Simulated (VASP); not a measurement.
Here is the system:

```
KMgF3
1.0
    4.06548     0.00000     0.00000
    0.00000     4.06548     0.00000
    0.00000     0.00000     4.06548
K Mg F
1 1 3
Cartesian
  0.00000   0.00000   0.00000
  2.03274   2.03274   2.03274
  2.03274   0.00000   2.03274
  0.00000   2.03274   2.03274
  2.03274   2.03274   0.00000
```

Method: PBE GGA with D4 dispersion, VASP's PBE PAW potentials (set 64) (plane waves; VASP). Numerical set-up: 520 eV cut-off, 6×6×6 Γ-centred mesh, Gaussian smearing of 0.050 eV, potentials K_sv Mg F.

Give the stress tensor in GPa (positive for a compressed cell).

```
-1.90   0.00   0.00
 0.00  -1.90   0.00
 0.00   0.00  -1.90
```
The pressure is its mean diagonal, -1.90 GPa.

The compound is KMgF3 in the cubic perovskite structure. This cell is one point of a volume scan, at 1.03 of the reference volume.
